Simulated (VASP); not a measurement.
Output of a VASP run:

OUTCAR:
```
 ion  position               nearest neighbor table
   1  0.000  0.000  0.000-
  LATTYP: Found a body centered cubic cell.
 ALAT       =     5.3781945706
 Subroutine PRICEL returns:
 Original cell was already a primitive cell.
 Subroutine GETGRP returns: Found 48 space group operations
The static configuration has the point symmetry O_h .
The dynamic configuration has the point symmetry O_h .
 Subroutine INISYM returns: Found 48 space group operations
 Subroutine IBZKPT returns following result:
 Found     35 irreducible k-points:

 Following reciprocal coordinates:
            Coordinates               Weight
  0.000000  0.000000  0.000000      1.000000
  0.111111  0.000000  0.000000     12.000000
  0.222222  0.000000  0.000000     12.000000
  0.333333  0.000000  0.000000     12.000000
  0.444444  0.000000  0.000000     12.000000
  0.111111  0.111111  0.000000     24.000000
  0.222222  0.111111  0.000000     48.000000
  0.333333  0.111111 -0.000000     48.000000
  0.444444  0.111111  0.000000     24.000000
  0.222222  0.222222  0.000000     24.000000
  0.333333  0.222222  0.000000     48.000000
  0.333333  0.333333  0.000000      8.000000
  0.111111  0.111111  0.111111      8.000000
  0.222222  0.111111  0.111111     24.000000
  0.333333  0.111111  0.111111     24.000000
 -0.111111  0.111111  0.111111      6.000000
  0.222222  0.222222  0.111111     24.000000
  0.333333  0.222222  0.111111     24.000000
 -0.222222  0.222222  0.111111     24.000000
 -0.333333  0.333333  0.111111     24.000000
 -0.222222  0.333333  0.111111     24.000000
 -0.444444  0.444444  0.111111     24.000000
 -0.333333  0.444444  0.111111     48.000000
 -0.444444 -0.444444  0.111111     24.000000
 -0.333333 -0.444444  0.111111     24.000000
  0.222222  0.222222  0.222222      8.000000
 -0.222222  0.222222  0.222222      6.000000
 -0.333333  0.333333  0.222222     24.000000
 -0.444444  0.444444  0.222222     24.000000
 -0.333333  0.444444  0.222222     24.000000
 -0.444444 -0.444444  0.222222     24.000000
 -0.333333  0.333333  0.333333      6.000000
 -0.444444  0.444444  0.333333     24.000000
 -0.444444 -0.444444  0.333333      8.000000
 -0.444444  0.444444  0.444444      6.000000
   k-points           NKPTS =     35   k-points in BZ     NKDIM =     35   number of bands    NBANDS=      8
   number of dos      NEDOS =    301   number of ions     NIONS =      1
   total plane-waves  NPLWV =  27000
   dimension x,y,z NGX =    30 NGY =   30 NGZ =   30
   dimension x,y,z NGXF=    60 NGYF=   60 NGZF=   60
   ions per type =               1
   PREC   = accura    normal or accurate (medium, high low for compatibility)
   ISTART =      0    job   : 0-new  1-cont  2-samecut
   ICHARG =      2    charge: 1-file 2-atom 10-const
   ISPIN  =      1    spin polarized calculation?
   LNONCOLLINEAR =      F non collinear calculations
   LSORBIT =      F    spin-orbit coupling
   INIWAV =      1    electr: 0-lowe 1-rand  2-diag
   ENCUT  =  400.0 eV  29.40 Ry    5.42 a.u.   7.60  7.60  7.60*2*pi/ulx,y,z
   NELM   =    100;   NELMIN=  2; NELMDL= -5     # of ELM steps
   EDIFF  = 0.1E-07   stopping-criterion for ELM
   LREAL  =      F    real-space projection
   NLSPLINE    = F    spline interpolate recip. space projectors
   LMAXMIX     =    4 max onsite mixed and CHGCAR
   VOSKOWN=      0    Vosko Wilk Nusair interpolation
   EDIFFG = -.1E-02   stopping-criterion for IOM
   NSW    =     30    number of steps for IOM
   NBLOCK =      1;   KBLOCK =     30    inner block; outer block
   IBRION =      1    ionic relax: 0-MD 1-quasi-New 2-CG
   NFREE  =      0    steps in history (QN), initial steepest desc. (CG)
   ISIF   =      2    stress and relaxation
   ISYM   =      2    0-nonsym 1-usesym 2-fastsym
   TEIN   =    0.0    initial temperature
   TEBEG  =    0.0;   TEEND  =   0.0 temperature during run
   SMASS  =  -3.00    Nose mass-parameter (am)
...
```

File OSZICAR:
```
       N       E                     dE             d eps       ncg     rms          rms(c)
DAV:   1     0.383937934332E+02    0.38394E+02   -0.31381E+03   560   0.692E+02
DAV:   2     0.785215054008E+00   -0.37609E+02   -0.37287E+02   608   0.129E+02
DAV:   3    -0.101223234018E+01   -0.17974E+01   -0.17965E+01   776   0.324E+01
DAV:   4    -0.106346857137E+01   -0.51236E-01   -0.51237E-01   912   0.447E+00
DAV:   5    -0.106446724147E+01   -0.99867E-03   -0.99867E-03   816   0.328E-01    0.142E+00
DAV:   6    -0.106306915449E+01    0.13981E-02   -0.24343E-03   848   0.316E-01    0.862E-01
DAV:   7    -0.106271604748E+01    0.35311E-03   -0.36947E-03   800   0.380E-01    0.581E-02
DAV:   8    -0.106273365830E+01   -0.17611E-04   -0.18461E-04   848   0.115E-01    0.151E-02
DAV:   9    -0.106273773007E+01   -0.40718E-05   -0.65981E-06   856   0.205E-02    0.425E-03
DAV:  10    -0.106273784954E+01   -0.11947E-06   -0.28425E-06   872   0.107E-02    0.111E-03
DAV:  11    -0.106273786830E+01   -0.18764E-07   -0.57920E-08   832   0.165E-03    0.474E-04
DAV:  12    -0.106273787147E+01   -0.31724E-08   -0.35391E-09   672   0.448E-04
   1 F= -.10627379E+01 E0= -.10623120E+01  d E =-.106274E+01
```

OUTCAR:
```
------------------------ aborting loop because EDIFF is reached ----------------------------------------
  FORCE on cell =-STRESS in cart. coord.  units (eV):
  Direction    XX          YY          ZZ          XY          YZ          ZX
  --------------------------------------------------------------------------------------
  Total       -0.0090034     -0.0090034     -0.0090034      0.0000000     -0.0000000      0.0000000
  in kB       -0.1854550     -0.1854550     -0.1854550      0.0000000     -0.0000000      0.0000000
  external PRESSURE =      -0.1854550 kB  Pullay stress =       0.0000000 kB
  volume of cell :       77.78
      direct lattice vectors                 reciprocal lattice vectors
    -2.689097285  2.689097285  2.689097285     0.000000000  0.185936003  0.185936003
     2.689097285 -2.689097285  2.689097285     0.185936003  0.000000000  0.185936003
     2.689097285  2.689097285 -2.689097285     0.185936003  0.185936003  0.000000000
 POSITION                                       TOTAL-FORCE (eV/Angst)
 -----------------------------------------------------------------------------------
      0.00000      0.00000      0.00000         0.000000     -0.000000      0.000000
 -----------------------------------------------------------------------------------
    total drift:                               -0.000000     -0.000000      0.000000
  FREE ENERGIE OF THE ION-ELECTRON SYSTEM (eV)
  ---------------------------------------------------
  free  energy   TOTEN  =        -1.0627378715 eV

  energy  without entropy=       -1.0614603342  energy(sigma->0) =       -1.06231203

 reached required accuracy - stopping structural energy minimisation
```
(Selected blocks of OUTCAR.)

POSCAR:
```
Rb
1
   -2.6890972853     2.6890972853     2.6890972853
    2.6890972853    -2.6890972853     2.6890972853
    2.6890972853     2.6890972853    -2.6890972853
Rb
1
Direct
  0.0000000000   0.0000000000   0.0000000000
```

Question: Write an INCAR and KPOINTS that could have produced this output.

Answer: One answer among several that fit: the input of the run itself, LDA (Ceperley-Alder, Perdew-Zunger), plane waves, VASP's LDA PAW potentials (set 64).

**KPOINTS**
```
Automatic mesh
0
gamma
  9 9 9
```

INCAR:
```
! general
SYSTEM  = Rb
PREC    = Accurate
ENCUT   = 400
LREAL   = .FALSE.
LASPH   = .TRUE.

! electronic loop
EDIFF   = 1E-8
NELM    = 100
ALGO    = Normal
LMAXMIX = 4

! smearing
ISMEAR  = 1
SIGMA   = 0.1

! ions
IBRION  = 1
NSW     = 30
ISIF    = 2
EDIFFG  = -0.001

! output
LWAVE   = .FALSE.
LCHARG  = .FALSE.
```

POTCAR, in this order: Rb_sv (LDA.64 set). Program: vasp_std.

The compound is Rb in the bcc structure. It was relaxed first, which changed the volume by -14 %. The start is the result of an earlier pass.
